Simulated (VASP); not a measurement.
```
CELL_PARAMETERS angstrom
      4.15212     2.07221     2.07221
      2.07221     4.15212     2.07221
      2.07221     2.07221     4.15212
ATOMIC_POSITIONS crystal
  Ni 0.00000 0.00000 0.00000
  Ni 0.50000 0.50000 0.50000
  O  0.25000 0.25000 0.25000
  O  0.75000 0.75000 0.75000
```
Starting moments (μB, in the order of the record's atoms Ni Ni O O): 1.3 -1.3 0.0 0.0.

All values below come from rev-vdW-DF2, VASP's PBE PAW potentials (set 64) (plane waves; VASP). Settings: 520 eV cut-off, 10×10×10 Γ-centred mesh, tetrahedra with Blöchl corrections, potentials Ni O.

Tabulate the total density of states (states/eV per cell) against energy (eV; zero at the valence-band maximum or, without a gap, the Fermi level).

```
E (eV) | DOS (states/eV)
    -9.95 |  0.00
    -9.35 |  0.00
    -8.75 |  0.00
    -8.15 |  0.00
    -7.55 | # 0.40
    -6.95 | ###### 1.67
    -6.35 | ############ 3.52
    -5.87 | ## 0.70
    -5.27 | ############ 3.61
    -4.67 | ############### 4.46
    -4.07 | ########### 3.18
    -3.47 | ### 0.75
    -2.87 | # 0.17
    -2.27 | ### 0.82
    -1.67 | ############ 3.58
    -1.07 | ################ 4.74
    -0.47 | ############################## 8.75
     0.13 |  0.00
     0.61 |  0.00
     1.21 | ################# 4.86
     1.81 | ############ 3.63
     2.41 |  0.00
     3.01 |  0.05
     3.61 |  0.09
     4.21 |  0.13
```
Within 2 eV below the valence-band maximum the largest weight inside VASP's projection spheres is Ni d.

The compound is NiO in the rock salt, AFM-II order structure. It was relaxed first.
